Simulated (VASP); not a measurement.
MnSiSe3:

```
Mn Si Se
1.0
     4.83412    0.00000    0.00000
     0.00000    4.83412    0.00000
     0.00000    0.00000    4.83412
Mn Si Se
1 1 3
Direct
  0.00000 0.00000 0.00000
  0.50000 0.50000 0.50000
  0.00000 0.50000 0.50000
  0.50000 0.00000 0.50000
  0.50000 0.50000 0.00000
```

The cell was built by a generator and needn't be a form met in nature.

Base run:

- Program: VASP 6.6.1
- Functional: revPBE
- Potentials or basis: VASP PAW PBE potentials, release 64 (Mn_pv, Si, Se)
- Cutoff: 520 eV
- k mesh: 5 × 5 × 5
- Occupations: fermi-dirac, width 0.05 eV
- Spin: collinear spin, ferromagnetic start
- Starting moments: [4.0, 0.0, 0.0, 0.0, 0.0] μB

Its results: pressure 1.3 GPa; net moment 5.29 μB per cell; site moments Mn +4.52; Si +0.06; Se +0.06 μB.

Question: After a change of settings the same cell gave: pressure -2.5 GPa; net moment 5.29 μB per cell; site moments Mn +4.50; Si +0.05; Se +0.06 μB. Which change was it?
A. functional from revPBE to LDA; potentials or basis from VASP PAW PBE potentials, release 64 (Mn_pv, Si, Se) to VASP PAW LDA potentials, release 64 (Mn_pv, Si, Se)
B. functional from revPBE to BLYP
C. functional from revPBE to PBEsol
D. functional from revPBE to SCAN

Answer: C.

PBEsol binds more tightly than revPBE, so the same cell stands under less pressure.

Caveats: the PAW data sets were made with another functional, which shifts forces and pressure a little; a cell with one magnetic atom can't hold antiferromagnetic order, which such compounds often take.

Runs at the PBE level aren't shown here.
